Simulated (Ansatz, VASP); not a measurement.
Two plane-wave programs on CsLi

The input INCAR:

```
SYSTEM = CsLi
ALGO = Normal
EDIFF = 1E-6
EDIFFG = -0.005
ENCUT = 600
GGA = PE
IBRION = 2
ISIF = 3
ISMEAR = 0
IVDW = 12
LASPH = .True.
LCHARG = .False.
LREAL = .False.
LWAVE = .False.
NELM = 100
NSW = 100
PREC = Accurate
SIGMA = 0.1
```

Contents of KPOINTS:

```
k-points
0
Gamma
  12 12 8
  0 0 0
```

File POSCAR:

```
CsLi
1.0
    4.4635461557      0.0000000000      0.0000000000
   -2.2317730778      3.8655443618      0.0000000000
    0.0000000000      0.0000000000      6.3574236147
Cs Li
1 1
Direct
    0.3333333333      0.6666666667      0.5000000000
    0.0000000000      0.0000000000      0.0000000000
```

Input for Ansatz:

```yaml
crystal:
  lattice:
    - [4.4635461557, 0.0, 0.0]
    - [-2.2317730778, 3.8655443618, 0.0]
    - [0.0, 0.0, 6.3574236147]
  atoms:
    - { symbol: Cs, position: [0.3333333333, 0.6666666667, 0.5] }
    - { symbol: Li, position: [0.0, 0.0, 0.0] }
basis:
  ecutwfc: 420
kpoints:
  mp_grid: { grid: [12, 12, 8] }
hamiltonian:
  xc: pbe
  dispersion: d3bj
scf:
  occupations: { method: gaussian, width: 0.1 }
output:
  forces: true
  stress: true
  eigenvalues: true
relax:
  adjacent_minimum: "off"
  f_tol: 0.005
  max_steps: 80
  cell: { stress_tol: 0.05 }
```

The cell comes from a database or a generator and needn't be the stable form of this composition.

Alike in both runs: task relaxation of cell and atoms; functional PBE; dispersion D3(BJ); k mesh 12 × 12 × 8; occupations gaussian, width 0.1 eV; no spin polarisation.

|  | VASP | Ansatz |
| --- | --- | --- |
| version | VASP 6.6.1 | Ansatz 0.2.0 |
| potentials or method | VASP PAW PBE potentials, release 64 (Cs_sv, Li_sv) | scalar-relativistic, plane waves, PAW |
| plane-wave cutoff (eV) | 600 | 420 |
| valence electrons in the cell | 12 | 12 |

```tsv
	VASP	Ansatz	Ansatz less VASP
gap on the k mesh at the Fermi level, each at its own relaxed structure (eV)	none	none	-
relaxed volume (Å³/atom)	54.86	54.85	-0.011
relaxed cell length with the largest relative difference (Å)	6.356	6.357	+0.0016
```

A gap of «none» marks a metal or a gap that the smearing closes.

Caveats: the cutoff is under 1.25 times the usual one of these potentials, so pressure, stress and relaxed cells hold a basis-set (Pulay) error (VASP); pairwise dispersion overbinds metals, which lowers pressure and volume. Spin-orbit coupling is left out, which matters for the levels of Cs.
